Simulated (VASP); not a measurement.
## Au₃Pd (ordered alloy cell): computed properties

Calculation: PBEsol GGA, VASP's PBE PAW potentials (set 64) (plane waves; VASP).

```
Quantity                                                                                               Result
----------------------------------  -------------------------------------------------------------------------
space group                                                                                       Pm-3m (221)
cell                                a = 4.026 Å, b = 4.026 Å, c = 4.026 Å, α = 90.00°, β = 90.00°, γ = 90.00°
volume per atom                                                                                 16.32 Å³/atom
band gap (over mesh and band path)                                   none (metal, semimetal or under 0.01 eV)
density                                                                                           17.74 g/cm³
```

```xyz
4
Lattice="4.0263 0.0000 0.0000 0.0000 4.0263 0.0000 0.0000 0.0000 4.0263" Properties=species:S:1:pos:R:3 pbc="T T T"
Pd     0.0000     0.0000     0.0000
Au     2.0132     2.0132     0.0000
Au     2.0132     0.0000     2.0132
Au     0.0000     2.0132     2.0132
```

Unless said otherwise, spin-orbit coupling is left out, though it shifts the bands of the heavy elements here.

The structure was generated: Au3Pd was put into an ordered model structure (Pm-3m), which need not be its known phase. It was relaxed first. Symmetry was kept, so distortions that lower it aren't found. The electron count is odd and the run is not spin-polarised, which forces a metal.
